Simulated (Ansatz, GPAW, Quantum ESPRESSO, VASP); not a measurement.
**Code comparison for Sn (Fd-3m, 2 atoms in the cell)**

Self-consistent single point.

```
CELL_PARAMETERS angstrom
      0.00000     3.24450     3.24450
      3.24450     0.00000     3.24450
      3.24450     3.24450     0.00000
ATOMIC_POSITIONS crystal
  Sn 0.00000 0.00000 0.00000
  Sn 0.25000 0.25000 0.25000
```

All programs got the same cell, k-point mesh and kind of occupations (in Ansatz's words: kpoints.mp_grid.grid = 9 9 9; scf.occupations.method = fermi_dirac; scf.occupations.width = 0.05 eV); potentials, basis and cutoffs are each program's usual ones.

| code | model | pressure (GPa) | cutoff |
|---|---|---|---|
| Quantum ESPRESSO | PBE, GBRV 1.5 ultrasoft (PBE) pseudopotentials | 3.12 | 40 Ry |
| VASP | PBE, VASP's PBE PAW potentials (set 64) | 2.89 | 300 eV |
| GPAW | PBE, GPAW PAW datasets PBE (gpaw-data 1.0.1) | 2.97 | 600 eV |
| Ansatz | PBE, default PAW files | 3.23 | default |

The spread over the programs that give each value: pressure within 0.34 GPa.

The starting cell has typed, rounded lattice constants, without a prior relaxation at this level. On Ansatz's run: In the base run, with a pressure of about 3 GPa the cell is away from its equilibrium volume at this level.

Task: Why do the programs differ, and what cannot be compared?

Result: Differences of this kind can come from the potentials, where these differ, and from what each basis and cutoff leave unconverged. The zero of total energies and Fermi levels follows the potentials and each program's conventions, so they are not compared here. Ansatz's pressure is given at a fixed set of plane waves, as the other plane-wave codes print theirs.

VASP's run is marked for a possible Pulay error in its stress at this cutoff; no cutoff test was made.

Left out of this page: ABINIT, CP2K, Elk, FLEUR and SIESTA (not drawn, or without a comparable value).

Ansatz is a first-principles code.

Keys are those of Ansatz 0.2.
